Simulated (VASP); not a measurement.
Given:

```
Cl
1.0
    3.56286     0.00000     0.00000
   -1.78143     3.08553     0.00000
    0.00000     0.00000     7.41788
Cl
4
Cartesian
  0.00000   0.00000   0.00000
  0.00000   0.00000   3.70894
  0.00000   2.05702   1.85447
  1.78143   1.02851   5.56341
```

Calculation: PBEsol GGA, VASP's PBE PAW potentials (set 64) (plane waves; VASP). Settings: 480 eV cut-off, 10×10×4 Γ-centred mesh, first-order Methfessel-Paxton smearing of 0.10 eV, potentials Cl.

Task: Give the stress tensor in GPa (positive for a compressed cell).

Result: 
```
1.09  0.00  0.00
0.00  1.09  0.00
0.00  0.00  1.97
```
The pressure is its mean diagonal, 1.39 GPa.

The structure was generated: Cl was put into the dhcp type (P6_3/mmc), which need not be its known phase. This cell was strained or had an atom moved on purpose.
